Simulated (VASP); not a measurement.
Data:

```
CELL_PARAMETERS angstrom
      3.67021     0.00000     0.00000
      0.00000     3.67021     0.00000
      0.00000     0.00000     3.67021
ATOMIC_POSITIONS crystal
  Sr 0.00000 0.00000 0.00000
  V  0.50000 0.50000 0.50000
  O  0.50000 0.00000 0.50000
  O  0.00000 0.50000 0.50000
  O  0.50000 0.50000 0.00000
```

Level of theory: PBEsol GGA, VASP's PBE PAW potentials (set 64) (plane waves; VASP). Numerical set-up: 620 eV cut-off, 8×8×8 Γ-centred mesh, first-order Methfessel-Paxton smearing of 0.10 eV, potentials Sr_sv V_sv O.

Energy and stress use the plane-wave basis of the starting cell.

**Question.** The ions, cell shape and volume at an external pressure of 45.0 GPa are relaxed. Give the cell that the relaxation ends in.

**Answer.** 
```
CELL_PARAMETERS angstrom
      3.61823     0.00000     0.00000
      0.00000     3.61823     0.00000
      0.00000     0.00000     3.61823
ATOMIC_POSITIONS crystal
  Sr 0.00000 0.00000 0.00000
  V  0.50000 0.50000 0.50000
  O  0.50000 0.00000 0.50000
  O  0.00000 0.50000 0.50000
  O  0.50000 0.50000 0.00000
```
Space group Pm-3m (221), at a tolerance of 0.03 Å.

**Question.** How do energy and volume change from the first to the last step?

**Answer.** The energy (σ→0) changes by +96.0 meV/atom and the volume by -4.2 %, in 4 ionic steps.

The compound is SrVO3 in the cubic perovskite structure. This run relaxes it under an external pressure of 45 GPa. Symmetry was kept, so distortions that lower it aren't found. The run is not spin-polarised, so no magnetic state was tried. The electron count is odd and the run is not spin-polarised, which forces a metal.
